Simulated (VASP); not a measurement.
Au (fcc) relaxed at rising pressure, in one space group throughout; other phases were not tried. The pressures are those reached. All values below come from PBEsol GGA, VASP's PBE PAW potentials (set 64) (plane waves; VASP).

```json
[
 {"P (GPa)": "-0.16", "V (Å³/atom)": "16.991", "k-mesh": "15×15×15"},
 {"P (GPa)": "4.92", "V (Å³/atom)": "16.535", "k-mesh": "15×15×15"},
 {"P (GPa)": "10.00", "V (Å³/atom)": "16.178", "k-mesh": "16×16×16"},
 {"P (GPa)": "19.94", "V (Å³/atom)": "15.567", "k-mesh": "16×16×16"},
 {"P (GPa)": "29.92", "V (Å³/atom)": "15.071", "k-mesh": "16×16×16"}
]
```

A change of mesh leaves a small step in the series.

Task: Fit an equation of state and predict the volume at 45.05 GPa.

Result: Least squares on the third-order Birch-Murnaghan form, P = (3B0/2)(y⁷ − y⁵)[1 + (3/4)(B′ − 4)(y² − 1)] with y = (V0/V)^(1/3), gives V0 = 16.970 Å³/atom, B0 = 182 GPa and B′ = 5.5, and so 14.467 Å³/atom. The run gave 14.466 Å³/atom, -0.0 % from the fit.

Pressures at which the relaxation failed are left out.

The compound is Au in the fcc structure.
